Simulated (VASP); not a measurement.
Data:

```
CsBr
1.0
    3.58814     0.00000     0.00000
    0.00000     3.58814     0.00000
    0.00000     0.00000     3.58814
Cs Br
1 1
Direct
  0.00000   0.00000   0.00000
  0.50000   0.50000   0.50000
```

All values below come from PBEsol GGA, VASP's PBE PAW potentials (set 64) (plane waves; VASP). Run with 500 eV cut-off, 7×7×7 Γ-centred mesh, Gaussian smearing of 0.050 eV, potentials Cs_sv Br.

Energy and stress use the plane-wave basis of the starting cell.

Task: The ions, cell shape and volume at an external pressure of 45.0 GPa are relaxed. Predict the relaxed structure.

Result: 
```
CsBr
1.0
    3.47663     0.00000     0.00000
    0.00000     3.47663     0.00000
    0.00000     0.00000     3.47663
Cs Br
1 1
Direct
  0.00000   0.00000   0.00000
  0.50000   0.50000   0.50000
```
Space group Pm-3m (221), at a tolerance of 0.03 Å.

Task: How do energy and volume change from the first to the last step?

Result: The energy (σ→0) changes by +481.6 meV/atom and the volume by -9.0 %, in 5 ionic steps.

The compound is CsBr in the CsCl type structure. This run relaxes it under an external pressure of 45 GPa. Symmetry was kept, so distortions that lower it aren't found.
